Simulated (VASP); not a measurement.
Level of theory: PBE0 hybrid, VASP's PBE PAW potentials (set 64) (plane waves; VASP).

Input for VASP

POSCAR:
```
GaP
1
    0.0000000000     2.7529443306     2.7529443306
    2.7529443306     0.0000000000     2.7529443306
    2.7529443306     2.7529443306     0.0000000000
Ga P
1 1
Direct
  0.0000000000   0.0000000000   0.0000000000
  0.2500000000   0.2500000000   0.2500000000
```

File KPOINTS_OPT:
```
named points and PBE's band edges
8
Reciprocal
  0.000000   0.000000   0.000000 1 ! GAMMA
 -0.500000  -0.500000   0.000000 1 ! X
  0.000000   0.000000   0.500000 1 ! L
 -0.500000  -0.250000   0.250000 1 ! W
 -0.375000   0.000000   0.375000 1 ! K
 -0.375000  -0.375000   0.250000 1 ! U
  0.000000   0.000000   0.035710 1 ! near an edge
 -0.026790   0.000000   0.026790 1 ! near an edge
```

KPOINTS:
```
Automatic mesh
0
Gamma
6 6 6
0 0 0
```

INCAR:
```
AEXX  =  0.25
ALGO  =  Normal
EDIFF  =  1E-6
ENCUT  =  520
GGA  =  PE
HFRCUT  =  -1
ISIF  =  2
ISMEAR  =  0
ISYM  =  3
LASPH  =  .True.
LCHARG  =  .False.
LHFCALC  =  .True.
LMAXMIX  =  4
LREAL  =  .False.
LWAVE  =  .False.
NELM  =  60
PREC  =  Accurate
PRECFOCK  =  Fast
SIGMA  =  0.05
SYSTEM  =  GaP
```

POTCAR, in this order: Ga_d P (PBE.64 set). Program: vasp_std. Read from the step before: WAVECAR.

Output of the run:

### OUTCAR
```
 ion  position               nearest neighbor table
   1  0.000  0.000  0.000-   2 2.38   2 2.38   2 2.38   2 2.38
   2  0.250  0.250  0.250-   1 2.38   1 2.38   1 2.38   1 2.38
  LATTYP: Found a face centered cubic cell.
 ALAT       =     5.5058886612
 Subroutine PRICEL returns:
 Original cell was already a primitive cell.
 Subroutine GETGRP returns: Found 24 space group operations
The static configuration has the point symmetry T_d .
The dynamic configuration has the point symmetry T_d .
 Subroutine INISYM returns: Found 24 space group operations
 Subroutine IBZKPT returns following result:
 Found     16 irreducible k-points:

 Following reciprocal coordinates:
            Coordinates               Weight
  0.000000  0.000000  0.000000      1.000000
  0.166667  0.000000  0.000000      8.000000
  0.333333  0.000000  0.000000      8.000000
  0.500000  0.000000  0.000000      4.000000
  0.166667  0.166667  0.000000      6.000000
  0.333333  0.166667  0.000000     24.000000
  0.500000  0.166667  0.000000     24.000000
 -0.333333  0.166667  0.000000     24.000000
 -0.166667  0.166667  0.000000     12.000000
...
```

OSZICAR:
```
       N       E                     dE             d eps       ncg     rms          rms(c)
DAV:   1    -0.116639386863E+02   -0.11664E+02   -0.56419E-01   554   0.181E+01    0.124E+00
DAV:   2    -0.116642369165E+02   -0.29823E-03   -0.54701E-02   618   0.394E+00    0.105E+00
DAV:   3    -0.116627886753E+02    0.14482E-02   -0.63473E-03   576   0.154E+00    0.621E-01
DAV:   4    -0.116624560165E+02    0.33266E-03   -0.85161E-04   519   0.393E-01    0.337E-01
DAV:   5    -0.116623537819E+02    0.10223E-03   -0.14837E-04   471   0.112E-01    0.193E-01
DAV:   6    -0.116623285015E+02    0.25280E-04   -0.33149E-05   511   0.489E-02    0.107E-01
DAV:   7    -0.116623186338E+02    0.98677E-05   -0.48469E-06   484   0.215E-02    0.599E-02
DAV:   8    -0.116623142762E+02    0.43576E-05   -0.11063E-06   326   0.108E-02    0.332E-02
DAV:   9    -0.116623125666E+02    0.17096E-05   -0.70751E-07   248   0.747E-03    0.169E-02
DAV:  10    -0.116623119073E+02    0.65927E-06   -0.25704E-07   223   0.466E-03
   1 F= -.11662312E+02 E0= -.11662312E+02  d E =-.109944E-10
       N       E                     dE             ncg
```

**OUTCAR**
```
------------------------ aborting loop because EDIFF is reached ----------------------------------------
  FORCE on cell =-STRESS in cart. coord.  units (eV):
  Direction    XX          YY          ZZ          XY          YZ          ZX
  --------------------------------------------------------------------------------------
  Total       -0.5822823     -0.5822823     -0.5822823     -0.0000000      0.0000000      0.0000000
  in kB      -22.3574307    -22.3574307    -22.3574307     -0.0000000      0.0000000      0.0000000
  external PRESSURE =     -22.3574307 kB  Pullay stress =       0.0000000 kB
  volume of cell :       41.73
      direct lattice vectors                 reciprocal lattice vectors
     0.000000000  2.752944331  2.752944331    -0.181623724  0.181623724  0.181623724
     2.752944331  0.000000000  2.752944331     0.181623724 -0.181623724  0.181623724
     2.752944331  2.752944331  0.000000000     0.181623724  0.181623724 -0.181623724
  FREE ENERGIE OF THE ION-ELECTRON SYSTEM (eV)
  ---------------------------------------------------
  free  energy   TOTEN  =       -11.6623119073 eV

  energy  without entropy=      -11.6623119073  energy(sigma->0) =      -11.66231191

  exchange ACFDT corr.  =         0.00000000  see jH, gK, PRB 81, 115126
```
(Selected blocks of OUTCAR.)

**OUTCAR**
```
 val. band max:        3.5746808137   @ k =   0.0000   0.0000   0.0000

 cond. band min:       6.5945819915   @ k =   0.5000   0.5000   0.0000


 Fermi energy:         3.7831803034

 k-point     1 :       0.0000    0.0000    0.0000
  band No.  band energies     occupation
      1     -13.5191      2.00000
      2     -13.5191      2.00000
      3     -13.5191      2.00000
      4     -13.4264      2.00000
      5     -13.4264      2.00000
      6     -10.0699      2.00000
      7       3.5747      2.00000
      8       3.5747      2.00000
      9       3.5747      2.00000
     10       6.7434      0.00000
     11       9.0358      0.00000
     12       9.0358      0.00000
     13       9.0358      0.00000

 k-point     2 :       0.1667    0.0000    0.0000
  band No.  band energies     occupation
      1     -13.5324      2.00000
      2     -13.5127      2.00000
      3     -13.5127      2.00000
      4     -13.4264      2.00000
      5     -13.4264      2.00000
      6      -9.6996      2.00000
      7       1.0514      2.00000
      8       3.1916      2.00000
      9       3.1916      2.00000
     10       7.4145      0.00000
     11       9.6108      0.00000
     12       9.6108      0.00000
     13      10.1297      0.00000

 k-point     3 :       0.3333    0.0000    0.0000
  band No.  band energies     occupation
      1     -13.5576      2.00000
      2     -13.5018      2.00000
      3     -13.5018      2.00000
      4     -13.4242      2.00000
      5     -13.4242      2.00000
      6      -8.7191      2.00000
      7      -2.0491      2.00000
      8       2.6188      2.00000
      9       2.6188      2.00000
     10       6.8785      0.00000
     11      10.0056      0.00000
     12      10.0056      0.00000
     13      12.8334      0.00000

 k-point     4 :       0.5000    0.0000    0.0000
  band No.  band energies     occupation
      1     -13.5701      2.00000
      2     -13.4978      2.00000
      3     -13.4978      2.00000
...
```

The compound is GaP in the zinc blende structure. It was relaxed first.
